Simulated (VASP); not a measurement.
# YbB2: equation of state with PBE

YbB2:

```
CELL_PARAMETERS angstrom
3.25030 0.00000 0.00000
-1.62515 2.81484 0.00000
0.00000 0.00000 3.73150
ATOMIC_POSITIONS crystal
Yb 0.00000 0.00000 0.00000
B 0.66667 0.33333 0.50000
B 0.33333 0.66667 0.50000
```

```
Program             : VASP 6.6.1
Task                : equation of state
Functional          : PBE
Potentials or basis : VASP PAW PBE potentials, release 64 (Yb, B)
Cutoff              : 520 eV
k mesh              : 9 × 9 × 7
Occupations         : fermi-dirac, width 0.05 eV
Spin                : collinear spin, ferromagnetic start
Starting moments    : [1.0, 0.0, 0.0] μB
```

```yaml
Equilibrium_volume: 11.59 Å³/atom
Bulk_modulus_at_fixed_shape_and_positions: 148 GPa
Pressure_derivative_of_the_bulk_modulus: 3.5
```

Energy against volume, from the lowest point:
```
volume (Å³/atom)  energy (meV/atom)
          10.697              35.65
          10.925              19.16
          11.152               8.01
          11.380               1.77
          11.608               0.00
          11.835               2.32
          12.063               8.39
```

All runs of the series together: 51 min on 1 thread of Intel(R) Xeon(R) Platinum 8375C CPU @ 2.90GHz (Ice Lake), with other jobs on the host.

Caveat: the cell was scaled at fixed shape and fractional positions, which overstates the stiffness of a crystal with free parameters, most of all of layers and chains; without U or exact exchange the open f shell lies at the Fermi level, which spoils levels, moments and volumes. The state reached can hang on the start; a lower one may exist.
